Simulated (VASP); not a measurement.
## Ga8CN7 (a cell with a defect): relaxation of the atoms with PBE

Crystal: Ga8CN7 (a cell with a defect).

```
CELL_PARAMETERS angstrom
0.00000 0.00000 5.24406
-3.21772 -5.57326 0.00000
6.43545 0.00000 0.00000
ATOMIC_POSITIONS crystal
Ga 0.98967 0.17813 0.86066
Ga 0.99919 0.16667 0.33333
Ga 0.99919 0.66667 0.83333
Ga 0.99919 0.66667 0.33333
Ga 0.49117 0.33511 0.17425
Ga 0.47772 0.32722 0.67486
Ga 0.49919 0.83333 0.16667
Ga 0.50825 0.84526 0.68576
C 0.36708 0.17349 0.82410
N 0.37581 0.16667 0.33333
N 0.37581 0.66667 0.83333
N 0.37581 0.66667 0.33333
N 0.87581 0.33333 0.16667
N 0.87581 0.33333 0.66667
N 0.87581 0.83333 0.16667
N 0.87581 0.83333 0.66667
```

| Item | Value |
| --- | --- |
| Program | VASP 6.6.1 |
| Task | relaxation of the atoms |
| Functional | PBE |
| Potentials or basis | VASP PAW PBE potentials, release 64 (Ga_d, C, N) |
| Cutoff | 450 eV |
| k mesh | 3 × 3 × 3 |
| Occupations | gaussian, width 0.01 eV |
| Spin | collinear spin, ferromagnetic start |
| Starting moments | [0.2, 0.0, 0.0, 0.0, 0.2, 0.2, 0.0, 0.2, 0.2, 0.0, 0.0, 0.0, 0.0, 0.0, 0.0, 0.0] μB |
| Monkhorst-Pack mesh | no |

```json
{
 "Energy gained by relaxing": "43.3 meV/atom",
 "Ionic steps": "13",
 "Largest force after relaxing": "0.018 eV/Å",
 "Band gap on the k mesh": "none (metal or under the smearing width)",
 "Net moment": "-0.04 μB per cell",
 "Valence electrons inside the program's atomic spheres": "Ga 11.84, 11.81, 11.86, 11.80; C 2.40; N 3.71, 3.72"
}
```

Forces on the atoms (eV/Å):
```
Ga   0.002  0.007 -0.007
Ga   0.008 -0.009 -0.002
Ga   0.001 -0.003 -0.006
Ga  -0.008  0.003  0.005
Ga  -0.007  0.006 -0.006
Ga  -0.003 -0.012 -0.004
Ga   0.014 -0.004  0.000
Ga   0.011  0.002  0.008
C   -0.011  0.014  0.005
N   -0.001 -0.010  0.008
N    0.011 -0.003  0.006
N   -0.005  0.008 -0.003
N   -0.008  0.007 -0.001
N   -0.003 -0.008 -0.007
N    0.004 -0.009  0.001
N   -0.005  0.010  0.002
```

The path:
```tsv
step	energy change (eV)	largest force (eV/Å)	pressure (GPa)
1	0.0000	3.5832	2.92
2	-0.4950	1.6141	2.05
3	-0.6062	0.8563	1.75
4	-0.6764	0.2693	1.61
5	-0.6767	0.2519	1.61
6	-0.6862	0.1138	1.61
7	-0.6874	0.1564	1.62
8	-0.6913	0.0643	1.62
9	-0.6921	0.0602	1.62
10	-0.6921	0.0675	1.63
11	-0.6931	0.0337	1.63
12	-0.6932	0.0353	1.63
13	-0.6935	0.0183	1.63
```

Final structure:
```cif
data_structure
_symmetry_space_group_name_H-M 'P 1'
_symmetry_Int_Tables_number 1
_cell_length_a 5.2441
_cell_length_b 6.4355
_cell_length_c 6.4355
_cell_angle_alpha 120.000
_cell_angle_beta 90.000
_cell_angle_gamma 90.000
_cell_volume 188.09
loop_
_atom_site_label
_atom_site_type_symbol
_atom_site_fract_x
_atom_site_fract_y
_atom_site_fract_z
_atom_site_occupancy
Ga1 Ga 0.99526 0.16876 0.83715 1
Ga2 Ga 0.99769 0.16808 0.33643 1
Ga3 Ga 0.99774 0.66779 0.83590 1
Ga4 Ga 0.99761 0.66847 0.33725 1
Ga5 Ga 0.49896 0.33512 0.17015 1
Ga6 Ga 0.49894 0.33427 0.66991 1
Ga7 Ga 0.49759 0.83451 0.16925 1
Ga8 Ga 0.49866 0.83584 0.67025 1
C1 C 0.36862 0.16884 0.83731 1
N1 N 0.37338 0.16739 0.33617 1
N2 N 0.37342 0.66816 0.83640 1
N3 N 0.37346 0.66887 0.33661 1
N4 N 0.87200 0.33730 0.17456 1
N5 N 0.87202 0.33658 0.66770 1
N6 N 0.87418 0.83445 0.16954 1
N7 N 0.87180 0.83144 0.66839 1
```

Levels at points of the mesh, in eV from the Fermi level:
Spin up:
```tsv
k point	band 69	band 70	band 71	band 72	band 73	band 74	band 75	band 76
(0.00, 0.00, 0.00)	-0.64	0.20	0.46	0.46	2.07	4.16	4.95	4.95
```
Spin down:
```csv
k point,band 70,band 71,band 72,band 73,band 74,band 75
"(0.00, 0.00, 0.00)",0.18,0.45,0.46,2.07,4.16,4.95
```

Core levels (eV, on the scale of the bands):
```csv
atom,levels
1 Ga,"1s -10217.2, 2s -1250.6, 2p -1087.1, 3s -136.9, 3p -87.6"
2 Ga,"1s -10217.4, 2s -1250.8, 2p -1087.3, 3s -137.1, 3p -87.8"
3 Ga,"1s -10217.4, 2s -1250.8, 2p -1087.3, 3s -137.1, 3p -87.8"
4 Ga,"1s -10217.4, 2s -1250.8, 2p -1087.3, 3s -137.1, 3p -87.8"
5 Ga,"1s -10217.3, 2s -1250.7, 2p -1087.2, 3s -137.0, 3p -87.7"
6 Ga,"1s -10217.3, 2s -1250.7, 2p -1087.2, 3s -137.0, 3p -87.7"
```

Wall time 7.8 min on 4 MPI ranks on Intel(R) Xeon(R) Platinum 8488C (Sapphire Rapids) (shared host), peak memory 0.19 GiB a rank.

Caveat: the k mesh is coarse (spacing up to 0.40 Å⁻¹), so the values aren't converged; the cutoff is under 1.25 times the usual one of these potentials, so pressure, stress and relaxed cells hold a basis-set (Pulay) error.
